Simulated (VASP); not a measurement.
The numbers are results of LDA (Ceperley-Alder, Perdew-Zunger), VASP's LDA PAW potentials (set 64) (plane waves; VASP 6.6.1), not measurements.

VASP input:

**INCAR**
```
! general
SYSTEM  = LaSi3Ru
PREC    = Accurate
ENCUT   = 300
LREAL   = .FALSE.
LASPH   = .TRUE.

! electronic loop
EDIFF   = 1E-6
NELM    = 100
ALGO    = Normal
LMAXMIX = 6

! smearing
ISMEAR  = 0
SIGMA   = 0.05

! ions
ISIF    = 2

! output
LWAVE   = .FALSE.
LCHARG  = .FALSE.
```

### KPOINTS
```
Automatic mesh
0
Gamma
9 9 9
0 0 0
```

File POSCAR:
```
LaSi3Ru
5.8240660
 -0.3661926221   0.3661926221   0.8554564801
  0.3661926221  -0.3661926221   0.8554564801
  0.3661926221   0.3661926221  -0.8554564801
La Si Ru
1 3 1
Direct
  0.9992900000   0.9992900000   0.0000000000
  0.4177300000   0.4177300000   0.0000000000
  0.2606600000   0.7606600000   0.5000000000
  0.7606600000   0.2606600000   0.5000000000
  0.6556500000   0.6556500000   0.0000000000
```

POTCAR, in this order: La Si Ru_pv (LDA.64 set). Program: vasp_std.

Output of the run:

OSZICAR:
```
       N       E                     dE             d eps       ncg     rms          rms(c)
DAV:   1     0.206502664777E+03    0.20650E+03   -0.12508E+04  4420   0.138E+03
DAV:   2     0.298679570485E+00   -0.20620E+03   -0.20232E+03  4072   0.316E+02
DAV:   3    -0.352459572574E+02   -0.35545E+02   -0.34730E+02  5380   0.112E+02
DAV:   4    -0.385700404405E+02   -0.33241E+01   -0.32206E+01  5736   0.348E+01
DAV:   5    -0.387395551212E+02   -0.16951E+00   -0.16922E+00  4870   0.681E+00    0.146E+01
DAV:   6    -0.384443324990E+02    0.29522E+00   -0.10012E+01  4496   0.202E+01    0.516E+00
DAV:   7    -0.380187138617E+02    0.42562E+00   -0.50676E+00  4704   0.163E+01    0.532E+00
DAV:   8    -0.379257818305E+02    0.92932E-01   -0.58667E-01  4632   0.562E+00    0.778E-01
DAV:   9    -0.379190907605E+02    0.66911E-02   -0.14752E-01  4936   0.230E+00    0.446E-01
DAV:  10    -0.379168088781E+02    0.22819E-02   -0.18621E-02  4680   0.930E-01    0.114E-01
DAV:  11    -0.379169172016E+02   -0.10832E-03   -0.16320E-03  5426   0.317E-01    0.596E-02
DAV:  12    -0.379169207773E+02   -0.35756E-05   -0.96288E-05  5074   0.657E-02    0.178E-02
DAV:  13    -0.379169200218E+02    0.75543E-06   -0.12175E-05  5100   0.267E-02    0.496E-03
DAV:  14    -0.379169200588E+02   -0.36987E-07   -0.68617E-07  2972   0.664E-03
   1 F= -.37916920E+02 E0= -.37915475E+02  d E =-.288941E-02
```

### OUTCAR
```
------------------------ aborting loop because EDIFF is reached ----------------------------------------
  FORCE on cell =-STRESS in cart. coord.  units (eV):
  Direction    XX          YY          ZZ          XY          YZ          ZX
  --------------------------------------------------------------------------------------
  Total       -2.9930026     -2.9930026     -3.1458427      0.0000000      0.0000000      0.0000000
  in kB      -52.9007362    -52.9007362    -55.6021563      0.0000000      0.0000000      0.0000000
  external PRESSURE =     -53.8012096 kB  Pullay stress =       0.0000000 kB
  volume of cell :       90.65
      direct lattice vectors                 reciprocal lattice vectors
    -2.132730000  2.132730000  4.982235000     0.000000000  0.234441303  0.100356567
     2.132730000 -2.132730000  4.982235000     0.234441303  0.000000000  0.100356567
     2.132730000  2.132730000 -4.982235000     0.234441303  0.234441303  0.000000000
 POSITION                                       TOTAL-FORCE (eV/Angst)
 -----------------------------------------------------------------------------------
      0.00000      0.00000      9.95740         0.000000      0.000000     -0.039636
      0.00000      0.00000      4.16246         0.000000      0.000000      0.176616
      2.13273      0.00000      2.59734        -0.000000     -0.000000     -0.088115
      0.00000      2.13273      2.59734        -0.000000     -0.000000     -0.088115
      0.00000      0.00000      6.53320        -0.000000     -0.000000      0.039249
 -----------------------------------------------------------------------------------
    total drift:                               -0.000000     -0.000000     -0.000007
  FREE ENERGIE OF THE ION-ELECTRON SYSTEM (eV)
  ---------------------------------------------------
  free  energy   TOTEN  =       -37.9169200588 eV

  energy  without entropy=      -37.9140306440  energy(sigma->0) =      -37.91547535
```
(Selected blocks of OUTCAR.)

At this cut-off the stress carries a Pulay error, which pulls relaxed volumes low.

The structure comes from a computed database's LaSi3Ru entry; how it stands against other phases isn't given here. The cell was not relaxed at this level. The run is one of a series of settings (GGA removed, POTCAR La Si Ru_pv (LDA.64 set) against the base run), some of them coarse on purpose. The electron count is odd and the run is not spin-polarised, which forces a metal.
